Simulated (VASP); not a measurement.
A run of VASP 6.6.1 is set up as follows.

The input INCAR:

```
ALGO     = Fast           # electronic algorithm
EDIFF    = 1E-5           # SCF threshold, eV
ENCUT    = 520            # plane-wave cutoff, eV
GGA      = PE             # functional
ISIF     = 2              # what is computed and relaxed
ISMEAR   = 0              # smearing method
LASPH    = T              # aspherical terms in the spheres
LCHARG   = F              # write CHGCAR
LREAL    = Auto         
LWAVE    = F              # write WAVECAR
NELM     = 80             # most SCF steps
PREC     = Normal         # precision mode
SIGMA    = 0.15           # smearing width, eV
```

Contents of KPOINTS:

```
k-points
0
Gamma
  6 6 2
```

Contents of POSCAR:

```
Sn2GeO3
1.0
    3.7935100000      0.0000000000      0.0000000000
    0.0000000000      3.7935100000      0.0000000000
    0.0000000000      0.0000000000     14.7395500000
Sn Ge O
4 2 6
Direct
    0.5000000000      0.0000000000      0.7350240000
    0.0000000000      0.5000000000      0.9194260000
    0.5000000000      0.0000000000      0.0805740000
    0.0000000000      0.5000000000      0.2649760000
    0.0000000000      0.5000000000      0.5869910000
    0.5000000000      0.0000000000      0.4130090000
    0.5000000000      0.5000000000      0.6543900000
    0.0000000000      0.0000000000      0.6543900000
    0.5000000000      0.5000000000      0.0000000000
    0.0000000000      0.0000000000      0.0000000000
    0.0000000000      0.0000000000      0.3456100000
    0.5000000000      0.5000000000      0.3456100000
```

Potentials or basis: VASP PAW PBE potentials, release 64 (Sn_d, Ge_d, O).

Run with:

```bash
$ cat potpaw_PBE.64/Sn_d/POTCAR potpaw_PBE.64/Ge_d/POTCAR potpaw_PBE.64/O/POTCAR > POTCAR
$ mpirun -np 1 vasp_std > vasp.out
```

Q: Estimate the pressure.

A: 0.1 GPa.

Q: Estimate the band gap on the k mesh.

A: 0.59 eV, indirect (least direct gap 0.64 eV).

Q: Predict the largest force.

A: 0.018 eV/Å.

Forces in eV/Å, atoms in the order of the input:
```
Sn   0.000  0.000 -0.018
Sn   0.000  0.000  0.011
Sn   0.000  0.000 -0.011
Sn   0.000  0.000  0.018
Ge   0.000  0.000  0.006
Ge   0.000  0.000 -0.006
O    0.000  0.000 -0.006
O    0.000  0.000 -0.006
O    0.000  0.000  0.000
O    0.000  0.000  0.000
O    0.000  0.000  0.006
O    0.000  0.000  0.006
```

Caveat: spin-orbit coupling is left out, which moves the levels of the heavy elements. A k mesh can miss the band edges.
